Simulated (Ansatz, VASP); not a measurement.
# Cross-check of C (Diamond) between VASP and Ansatz

One calculation is typed for both programs; each brings its own data sets. How far apart do they land? The structure shown is the end of the Ansatz relaxation below.

Main program and level: Ansatz 0.2.0; plane waves, with VASP 6.6.1 beside it; single point at LDA.

**1. The starting structure**

It takes space group I4_1/amd (No. 141, tetragonal). The conventional cell has a = 2.511 Å, b = 2.511 Å, c = 3.390 Å, α = 90.00°, β = 90.00°, γ = 90.00°. Nearest to C lie 4 C at 1.51 Å.

**2. Ansatz: relaxation, LDA**

Ansatz runs on its PAW soft_1 files.

This run makes the geometry at which the two programs are then compared.

input.yaml reads:

```yaml
crystal:
  lattice:
    - [0.0, 1.7729400393, 1.6951039539]
    - [1.7729400393, 0.0, 1.6951039539]
    - [1.7729400393, 1.7729400393, 0.0]
  atoms:
    - { symbol: C, position: [0.5, 0.5, 0.5] }
    - { symbol: C, position: [0.75, 0.75, 0.75] }
  conventional_axes: [[-1, 1, 1], [1, -1, 1], [1, 1, -1]]
kpoints:
  mp_grid: { grid: [12, 12, 12] }
hamiltonian:
  xc: lda
  pseudopotentials: { kind: paw, azcp: { folder: soft_1 }, xc_functional: pbe }
scf:
  occupations: { method: fixed }
output:
  forces: true
  stress: true
  eigenvalues: true
relax:
  adjacent_minimum: "off"
  f_tol: 0.001
  max_steps: 60
  cell: { stress_tol: 0.01, fix: [c, angles] }
```

Run with:

```
$ ansatz run input.yaml --threads 4 --pin off --max-ram 10240MiB --backend cpu --events-out ev --progress --plain --runs-dir out
```

Numbers of over 12 decimals in the logs are rounded to 6 here.

The program printed:

```text
Engine: ansatz 0.2.0, x86_64-unknown-linux-gnu
Pseudopotentials: kind: paw
Pseudopotential: C, paw, valence charge 4, recommended cutoff 420 eV (normal), soft_1/C.paw.azcp
Functional definition: SPW92
  exchange = slater_x
  correlation = pw_c
Crystal: 2 atoms, lattice volume = 10.656 Å³
Basis set: ecut = 420 eV, 197 PW (Γ)
Bands: 8, of which v1, the nominal top of the filled ones, is band 4 counted from 1 (3 counted from 0)
Symmetry: 16 space group operations
Space group: I41/amd (ITA 141), of the structure as read, at distance tolerance 2.2e-5 Å
k-points: 163 of 1728
Non-local potential: C, projectors of the file, l = 0: 2, l = 1: 2, l = 2: 1
PAW form: soft (Blöchl's): semilocal exchange-correlation on the pseudo side does not see the compensation charge
PAW frozen core: C, regenerated for the run's functional, and the local potential with it (the file was generated under x = pbe(κ = 0.804, μ = 0.219515), c = pbe(β = 0.066725))
PAW one-centre angular grid: C, 110 points (default); XC on 64 Gauss nodes
Initial density: superposition of atomic densities (chi_scale 0.1, normalization cell)
Initial wavefunctions: pseudopotential atomic-orbital guess
Functional: x = slater, c = lda
SCF iter   1: F=—  HF=-486.721107 eV  |F-HF|=—  |Δ(HF+E_count)|=         —  Δρ=1.55e-1  dr2=1.81e0  ethr=3.10e-3  ⟨swp⟩=3.9  Hψ=7479  notcnv=0  defer=302
preconditioner: auto → none  [insulator: Δε(μ)=3.977 eV  Ē_g=20.471 eV  n_scr=0 (ndim 8)  ℏωp=32.2 eV  f_vac=0.000  ε∞_Penn≈3.5]
SCF iter   2: F=—  HF=-486.014972 eV  |F-HF|=—  |Δ(HF+E_count)|=   7.06e-1  Δρ=5.83e-2  dr2=2.27e-1  ethr=3.10e-3  ⟨swp⟩=2.5  Hψ=3525  notcnv=0  defer=278
SCF iter   3: F=—  HF=-485.930127 eV  |F-HF|=—  |Δ(HF+E_count)|=   8.48e-2  Δρ=5.86e-3  dr2=1.06e-3  ethr=2.83e-3  ⟨swp⟩=2.7  Hψ=2282  notcnv=0  defer=310
SCF iter   4: F=—  HF=-485.930194 eV  |F-HF|=—  |Δ(HF+E_count)|=   6.72e-5  Δρ=1.12e-4  dr2=4.22e-7  ethr=1.32e-5  ⟨swp⟩=2.6  Hψ=1955  notcnv=0  defer=323
SCF iter   5: F=—  HF=-485.930197 eV  |F-HF|=—  |Δ(HF+E_count)|=   2.85e-6  Δρ=3.75e-5  dr2=3.25e-8  ethr=1.25e-9  ⟨swp⟩=6.3  Hψ=6945  notcnv=0
SCF iter   6: F=-485.930197 eV  HF=-485.930197 eV  |F-HF|=2.65e-10  |Δ(HF+E_count)|=  4.25e-10  Δρ=4.90e-6  dr2=7.07e-10  ethr=4.07e-10  ⟨swp⟩=2.0  Hψ=3928  notcnv=0
SCF 1 converged in 6 iterations: F = -485.930197 eV  dr2 = 7.07e-10
  greatest PAW one-centre occupation: 0.649 electrons in one spin orbital (limit 2), on the C atom at site 1 (counted from 0), in its partial waves of l = 0
relax step   1: F+E_penalty+E_count = -485.93019730 eV  Δ(F+E_penalty+E_count) = +0.000e0 eV  max|allowed force component| = 2.776e-17 eV/Å  Δτ_max = 0.0000 Å  P = +16.205 GPa  Ω = 10.656 Å³  fix = [c, alpha, beta, gamma]  reactions: c +44.419 GPa  (6 SCF iters, dr2 threshold 1.00e-7 eV, accepted)
[...]
relax step   2: F+E_penalty+E_count = -485.93028281 eV  Δ(F+E_penalty+E_count) = -8.551e-5 eV  max|allowed force component| = 2.776e-17 eV/Å  Δτ_max = 0.0000 Å  P = +15.091 GPa  Ω = 10.679 Å³  energy of the carried Pulay correction = -1.094e-4 eV  fix = [c, alpha, beta, gamma]  reactions: c +43.875 GPa  (3 SCF iters, dr2 threshold 2.00e-7 eV, accepted)
[...]
relax step   3: F+E_penalty+E_count = -485.93025266 eV  Δ(F+E_penalty+E_count) = +3.015e-5 eV  max|allowed force component| = 0.000e0 eV/Å  Δτ_max = 0.0000 Å  P = +14.538 GPa  Ω = 10.690 Å³  energy of the carried Pulay correction = -1.642e-4 eV  fix = [c, alpha, beta, gamma]  reactions: c +43.605 GPa  (3 SCF iters, dr2 threshold 2.00e-7 eV, accepted)
[...]
relax step   4: F+E_penalty+E_count = -485.93042509 eV  Δ(F+E_penalty+E_count) = -1.724e-4 eV  max|allowed force component| = 2.776e-17 eV/Å  Δτ_max = 0.0000 Å  P = +14.565 GPa  Ω = 10.690 Å³  fix = [c, alpha, beta, gamma]  reactions: c +43.622 GPa  stress off target by 3.71e-2 GPa on what of the cell is left free  SCF on the basis re-selected at this cell (its energy is not comparable with the rows above)  (4 SCF iters)
[...]
relax step   5: F+E_penalty+E_count = -485.93042223 eV  Δ(F+E_penalty+E_count) = +2.861e-6 eV  max|allowed force component| = 0.000e0 eV/Å  Δτ_max = 0.0000 Å  P = +14.537 GPa  Ω = 10.691 Å³  energy of the carried Pulay correction = -2.930e-6 eV  fix = [c, alpha, beta, gamma]  reactions: c +43.609 GPa  (2 SCF iters, dr2 threshold 3.44e-9 eV, accepted)
[...]
relax step   6: F+E_penalty+E_count = -485.93042746 eV  Δ(F+E_penalty+E_count) = -5.234e-6 eV  max|allowed force component| = 2.776e-17 eV/Å  Δτ_max = 0.0000 Å  P = +14.536 GPa  Ω = 10.691 Å³  fix = [c, alpha, beta, gamma]  reactions: c +43.608 GPa  stress off target by 4.46e-4 GPa on what of the cell is left free  SCF on the basis re-selected at this cell (its energy is not comparable with the rows above)  (4 SCF iters)
basis re-selected at this cell: Δ(F+E_penalty+E_count) = -5.234e-6 eV, ΔP = -0.001 GPa vs the last step (what re-selecting the basis moved, of the pressure what is left beyond the Pulay correction that the steps carried, after the strain that the cell walked since its last selection, with what the two solves' SCF thresholds leave and, on support functions, any second-order correction that the steps lacked; it is no m [...]
SCF converged after 4 iterations
Free energy (F): -485.930427 eV
Harris-Foulkes:  -485.930427 eV  (|F-HF|=0.00e0)
Internal energy: -485.930427 eV  (E = F + TS)
E sigma→0 (E₀):  -485.930427 eV
Fermi energy:    14.651905 eV
--- Per-component energies (eV) ---
  E_band       = 39.326433
  E_kinetic    = 183.707847
  E_local      = -107.331035  (includes V_loc(G=0)·N_el)
  E_nonlocal   = 48.305104
  E_hartree    = 25.350800
  E_xc         = -95.719148
  E_vxc        = -118.588054  (∫ρ·V_xc dr)
  E_paw        = -185.345474  (= ΣΔE_a)
  E_vpaw       = -17.469067  (= ΣTr[D̂ρ^β])
  E_aug_tail   = 0.000038  (compensation charges beyond the density's cutoff)
  E_ewald      = -355.024223
  E_core_change = 0.125665  (= ΣΔE_core)
  E_smearing   = -0.000000  (= −TS)
  E_closure    = 0.000000  (closes the sum)
  Σ components = -485.930427   (vs F -485.930427, Δ=0.00e0)
--- Forces (eV/Å), atoms counted from 1 ---
  atom   1  C     -0.00000000     0.00000000     0.00000000
  atom   2  C      0.00000000     0.00000000     0.00000000
  max |Σ_I F_I| component: 1.26e-17 eV/Å
--- Stress (GPa, compression-positive) ---
        0.000446       0.000000       0.000000
        0.000000       0.000446       0.000000
        0.000000       0.000000      43.607746
  P = ⅓ Tr σ = 14.5362 GPa (145.362 kbar)
--- Band table (eV; the first three rows and the last of 163) ---
  k-point 0: bands = ["-7.9542", "13.9588", "13.9588", "14.6519", "19.5312", "20.1127", "20.1127", "29.0083"]
  k-point 1: bands = ["-7.7539", "12.8595", "13.6031", "14.1523", "20.0115", "20.5433", "20.8683", "29.0976"]
  k-point 2: bands = ["-7.1554", "10.2968", "12.8245", "13.3984", "20.9553", "21.4474", "22.1739", "29.3466"]
  k-point 162: bands = ["1.6664", "1.6664", "7.0518", "7.0518", "18.2963", "18.2963", "31.8380", "31.8380"]
--- Relaxed structure (4 steps of the walk, 4 accepted, 2 SCFs on fresh bases) ---
  F+E_penalty+E_count = -485.93042746 eV   max|allowed force component| = 2.776e-17 eV/Å   (the final SCF, on the basis selected at the relaxed cell)
  cell:  # Å, volume = 10.6906 Å³
    - [0.0, 1.775778, 1.6951039539]
    - [1.775778, 0, 1.6951039539]
    - [1.775778, 1.775778, 0]
  atoms:
    - { symbol: C, position: [0.500000, 0.500000, 0.5] }
    - { symbol: C, position: [0.750000, 0.750000, 0.750000] }
```

In the SCF lines HF is the Harris–Foulkes energy and dr2 the Hartree energy of the density residual, in eV; the loop may stop once dr2 is under the threshold and the program's other checks hold. Hψ counts applications of the Hamiltonian.

**3. VASP: single point, LDA, pair 1**

The same cell, functional (in two slightly different forms) and mesh now go to VASP, with its own data sets.

Lines of VASP's logs that name or quote its potential files are left out, and so is its time.

INCAR reads:

```
SYSTEM = C
PREC = Accurate
ENCUT = 600
EDIFF = 1E-06
NELM = 120
ISMEAR = 0
SIGMA = 0.01
LREAL = .FALSE.
ALGO = Normal
GGA = PW92
NBANDS = 10
LORBIT = 11
LWAVE = .FALSE.
LCHARG = .FALSE.
ISIF = 2
LASPH = .TRUE.
GGA_COMPAT = .FALSE.
EFERMI = MIDGAP
```

POSCAR reads:

```
C
1.0
    0.0000000000      1.7757775906      1.6951039539
    1.7757775906      0.0000000000      1.6951039539
    1.7757775906      1.7757775906      0.0000000000
C
2
Direct
    0.5000000000      0.5000000000      0.5000000000
    0.7500000000      0.7500000000      0.7500000000
```

KPOINTS reads:

```
Automatic mesh
0
Gamma
12 12 12
0 0 0
```

PAW data sets: C (LDA family, release 64).

Run with:

```
$ mpirun -np 1 vasp_std
```

The program printed:

```text
[banner, memory and clock lines left out]
running    1 mpi-ranks, on    1 nodes
 distrk:  each k-point on    1 cores,    1 groups
 distr:  one band on    1 cores,    1 groups

 POSCAR found type information on POSCAR C
 POSCAR found :  1 types and       2 ions
|                                                                             |
|               ----> ADVICE to this user running VASP <----                  |
|                                                                             |
|     You enforced a specific xc type in the INCAR file but a different       |
|     [... a line on the potential file left out ...]
|     I HOPE YOU KNOW WHAT YOU ARE DOING!                                     |
|                                                                             |

 LDA part: xc-table for (Slater(with rela. corr.)+PW92), standard interpolation
 POSCAR, INCAR and KPOINTS ok, starting setup
 FFT: planning ... GRIDC
 FFT: planning ... GRID_SOFT
 FFT: planning ... GRID
 WAVECAR not read
 entering main loop
       N       E                     dE             d eps       ncg     rms          rms(c)
DAV:   1    -0.340536995608E+00   -0.34054E+00   -0.53591E+03  3396   0.870E+02
DAV:   2    -0.207895796899E+02   -0.20449E+02   -0.19759E+02  4392   0.139E+02
DAV:   3    -0.211499236807E+02   -0.36034E+00   -0.35957E+00  3818   0.148E+01
DAV:   4    -0.211506071413E+02   -0.68346E-03   -0.68342E-03  3580   0.793E-01
DAV:   5    -0.211506080804E+02   -0.93911E-06   -0.93908E-06  3694   0.278E-02    0.611E+00
DAV:   6    -0.204568419556E+02    0.69377E+00   -0.39946E-01  3398   0.471E+00    0.354E+00
DAV:   7    -0.202165165481E+02    0.24033E+00   -0.46667E-01  3584   0.510E+00    0.796E-01
DAV:   8    -0.202163972696E+02    0.11928E-03   -0.95665E-03  3546   0.894E-01    0.272E-02
DAV:   9    -0.202163838241E+02    0.13446E-04   -0.35961E-05  3666   0.510E-02    0.196E-02
DAV:  10    -0.202163851141E+02   -0.12901E-05   -0.18109E-06  3576   0.123E-02    0.463E-03
DAV:  11    -0.202163850521E+02    0.62066E-07   -0.55387E-08  1828   0.199E-03
   1 F= -.20216385E+02 E0= -.20216385E+02  d E =0.000000E+00
```

Parts of OUTCAR (step 3):

```text
ion  position               nearest neighbor table
   1  0.500  0.500  0.500-   2 1.51   2 1.51   2 1.51   2 1.51
   2  0.750  0.750  0.750-   1 1.51   1 1.51   1 1.51   1 1.51

  LATTYP: Found a body centered tetragonal cell.
 ALAT       =     2.5113287524
 C/A-ratio  =     1.3499657918

 Subroutine GETGRP returns: Found 16 space group operations
 (whereof  8 operations were pure point group operations)

The static configuration has the point symmetry D_2d.
 The point group associated with its full space group is D_4h.

 Found    163 irreducible k-points:

   k-points           NKPTS =    163   k-points in BZ     NKDIM =    163   number of bands    NBANDS=     10

   dimension x,y,z NGX =    20 NGY =   20 NGZ =   20
   dimension x,y,z NGXF=    40 NGYF=   40 NGZF=   40

   ENCUT  =  600.0 eV  44.10 Ry    6.64 a.u.   4.90  4.90  5.02*2*pi/ulx,y,z

   NELECT =       8.0000    total number of electrons

 k-points in reciprocal lattice and weights: Automatic mesh
   0.00000000  0.00000000  0.00000000       0.001
   0.08333333  0.00000000  0.00000000       0.005
   0.16666667  0.00000000  0.00000000       0.005
   0.25000000  0.00000000  0.00000000       0.005
   0.33333333  0.00000000  0.00000000       0.005
   0.41666667  0.00000000  0.00000000       0.005
   0.50000000  0.00000000  0.00000000       0.002
   0.08333333  0.08333333  0.00000000       0.001
   0.16666667  0.08333333  0.00000000       0.005
[...]
-0.33333333  0.16666667  0.50000000       0.002
  -0.25000000  0.25000000  0.50000000       0.001

 average (electrostatic) potential at core
       1 -48.6435       2 -48.6435

 E-fermi :  12.6066

 k-point     1 :       0.0000    0.0000    0.0000
  band No.  band energies     occupation
      1     -11.5163      2.00000
      2      10.3719      2.00000
      3      10.3719      2.00000
      4      11.0651      2.00000
      5      15.9507      0.00000
      6      16.5325      0.00000
      7      16.5325      0.00000
      8      25.5143      0.00000
      9      30.4391      0.00000
    ...

 k-point     2 :       0.0833    0.0000    0.0000
  band No.  band energies     occupation
      1     -11.3163      2.00000
      2       9.2743      2.00000
      3      10.0170      2.00000
      4      10.5663      2.00000
      5      16.4316      0.00000
      6      16.9633      0.00000
      7      17.2894      0.00000
      8      25.6001      0.00000
      9      30.7520      0.00000
    ...

 k-point     3 :       0.1667    0.0000    0.0000
  band No.  band energies     occupation
      1     -10.7181      2.00000
      2       6.7145      2.00000
      3       9.2403      2.00000
      4       9.8151      2.00000
      5      17.3772      0.00000
      6      17.8684      0.00000
      7      18.6000      0.00000
      8      25.8403      0.00000
      9      31.3805      0.00000
    ...

  Total        0.0167645      0.0167645      2.9266605      0.0000000      0.0000000      0.0000000
  in kB        2.5124580      2.5124580    438.6109332      0.0000000      0.0000000      0.0000000
  external PRESSURE =     147.8786164 kB  Pullay stress =       0.0000000 kB

  energy-cutoff  :      600.00
  volume of cell :       10.69
      direct lattice vectors                 reciprocal lattice vectors
     0.000000000  1.775777591  1.695103954    -0.281566792  0.281566792  0.294967160
     1.775777591  0.000000000  1.695103954     0.281566792 -0.281566792  0.294967160
     1.775777591  1.775777591  0.000000000     0.281566792  0.281566792 -0.294967160

 POSITION                                       TOTAL-FORCE (eV/Angst)
 -----------------------------------------------------------------------------------
      1.77578      1.77578      1.69510        -0.000000     -0.000000      0.000000
      2.66367      2.66367      2.54266         0.000000      0.000000     -0.000000
 -----------------------------------------------------------------------------------
    total drift:                                0.000000     -0.000000      0.000000

  FREE ENERGIE OF THE ION-ELECTRON SYSTEM (eV)
  ---------------------------------------------------
  free  energy   TOTEN  =       -20.2163850521 eV

  energy  without entropy=      -20.2163850521  energy(sigma->0) =      -20.21638505

 total charge
# of ion       s       p       d       tot
------------------------------------------
    1        0.827   1.817   0.000   2.644
    2        0.827   1.817   0.000   2.644
--------------------------------------------------
tot          1.655   3.634   0.000   5.289

[... 3 further parts left out ...]
```

The run ends at a pressure of 14.79 GPa.

**4. Differences**

Known differences besides the potentials themselves: fixed occupations in Ansatz, narrow Gaussian smearing in VASP; the cutoff is 420 eV in Ansatz and 600 eV in VASP; VASP's log shows a relativistic correction to its local exchange, Ansatz's none; Ansatz's pressure holds a Pulay correction, VASP's none. Total energies have different zeros and are not compared.

Compared:

```csv
quantity,Ansatz,VASP,difference
pressure (GPa),14.54,14.79,-0.25
gap on the k mesh (eV),3.083,3.083,0.000
```

A gap on the mesh is an upper bound, since the band edges may lie between its points.

**5. Ansatz: relaxation, LDA**

This run makes the geometry at which the two programs are then compared. The cell compared in this pair holds 11.10 Å³, against 10.69 Å³ for the pair before.

The structure compared here is the end of the Ansatz relaxation.

Changes to input.yaml since step 2:

```diff
@@ -2,5 +2,5 @@
   lattice:
-    - [0.0, 1.7729400393, 1.6951039539]
-    - [1.7729400393, 0.0, 1.6951039539]
-    - [1.7729400393, 1.7729400393, 0.0]
+    - [0.0, 1.7657332855, 1.7833906183]
+    - [1.7657332855, 0.0, 1.7833906183]
+    - [1.7657332855, 1.7657332855, 0.0]
   atoms:
```

Run with:

```
$ ansatz run input.yaml --threads 4 --pin off --max-ram 10240MiB --backend cpu --events-out ev --progress --plain --runs-dir out
```

The program printed:

```text
[...]
Crystal: 2 atoms, lattice volume = 11.121 Å³
Basis set: ecut = 420 eV, 213 PW (Γ)
Bands: 8, of which v1, the nominal top of the filled ones, is band 4 counted from 1 (3 counted from 0)
Symmetry: 16 space group operations
[...]
k-points: 163 of 1728
[...]
P = ⅓ Tr σ = -3.5455 GPa (-35.455 kbar)
--- Band table (eV; the first three rows and the last of 163) ---
[...]
--- Relaxed structure (4 steps of the walk, 4 accepted, 2 SCFs on fresh bases) ---
[...]
cell:  # Å, volume = 11.0954 Å³
    - [0.0, 1.763732, 1.7833906183]
    - [1.763732, 0, 1.7833906183]
    - [1.763732, 1.763732, 0]
  atoms:
    - { symbol: C, position: [0.5, 0.5, 0.5] }
    - { symbol: C, position: [0.750000, 0.750000, 0.750000] }
[key lines of the parts left out:]
SCF converged after 3 iterations
Free energy (F): -485.986823 eV
Fermi energy:    13.554755 eV
```

**6. VASP: single point, LDA, pair 2**

The same cell, functional (in two slightly different forms) and mesh now go to VASP, with its own data sets.

INCAR is that of step 3.

POSCAR reads:

```
C
1.0
    0.0000000000      1.7637318000      1.7833906183
    1.7637318000      0.0000000000      1.7833906183
    1.7637318000      1.7637318000      0.0000000000
C
2
Direct
    0.5000000000      0.5000000000      0.5000000000
    0.7500000000      0.7500000000      0.7500000000
```

KPOINTS is that of step 3.

Run with:

```
$ mpirun -np 1 vasp_std
```

The program printed:

```text
[banner, memory and clock lines left out]
running    1 mpi-ranks, on    1 nodes
[...]
[... a notice as in an earlier step ...]

 LDA part: xc-table for (Slater(with rela. corr.)+PW92), standard interpolation
 POSCAR, INCAR and KPOINTS ok, starting setup
[...]
entering main loop
       N       E                     dE             d eps       ncg     rms          rms(c)
DAV:   1     0.248332657499E+00    0.24833E+00   -0.53003E+03  3372   0.865E+02
DAV:   2    -0.207298682174E+02   -0.20978E+02   -0.20470E+02  4610   0.137E+02
DAV:   3    -0.211260133440E+02   -0.39615E+00   -0.39491E+00  3834   0.151E+01
DAV:   4    -0.211269762036E+02   -0.96286E-03   -0.96278E-03  3504   0.875E-01
[...]
DAV:   9    -0.202755227233E+02    0.11584E-04   -0.33354E-05  3670   0.494E-02    0.193E-02
DAV:  10    -0.202755241533E+02   -0.14301E-05   -0.17859E-06  3500   0.121E-02    0.452E-03
DAV:  11    -0.202755240907E+02    0.62608E-07   -0.56367E-08  1776   0.200E-03
   1 F= -.20275524E+02 E0= -.20275524E+02  d E =0.000000E+00
```

[end of part 1 of 2]

[Lines on the potential files, build, host, timing and source positions are cut from VASP's logs without a mark.]

[Logs are printed without paths, hosts, clocks, repeated set-up lines and the standing remarks that a program may print on its own settings, such as how far it seeks lower states.]

[Hosts, paths, dates, database ids (printed as entryN), source tags and the programs' standing remarks are cut or masked in the printed files.]
